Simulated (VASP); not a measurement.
Here is the system:

```yaml
crystal:
  lattice:
    - [0.00000, 4.29343, 4.29343]
    - [4.29343, 0.00000, 4.29343]
    - [4.29343, 4.29343, 0.00000]
  atoms:
    - { symbol: In, position: [0.12500, 0.12500, 0.12500] }
    - { symbol: In, position: [0.62500, 0.12500, 0.12500] }
    - { symbol: In, position: [0.12500, 0.62500, 0.12500] }
    - { symbol: In, position: [0.12500, 0.12500, 0.62500] }
    - { symbol: W, position: [0.75000, 0.75000, 0.75000] }
    - { symbol: W, position: [0.50000, 0.50000, 0.50000] }
```

The numbers are results of PBE GGA, VASP's PBE PAW potentials (set 64) (plane waves; VASP), not measurements. Numerical set-up: 300 eV cut-off, 3×3×3 Γ-centred mesh, Gaussian smearing of 0.050 eV, potentials In_d W_sv.

At this cut-off the stress carries a Pulay error, which pulls relaxed volumes low. Unless said otherwise, spin-orbit coupling is left out, though it shifts the bands of the heavy elements here.

Q: Estimate the energy per atom (σ→0), pressure, band gap (on the k-mesh) with the smallest direct gap where there is one.

A: 
The band gap (on the k-mesh) comes out as none (metal, semimetal or under 0.01 eV). The energy per atom (σ→0) is -4.332 eV/atom and the pressure is -13.99 GPa.

The structure was generated: In2W was put into an ordered model structure, which need not be its known phase. The cell was not relaxed at this level. The k-mesh is coarse (spacing up to 0.42 per Å, 2π included), so the numbers may not be converged in it.
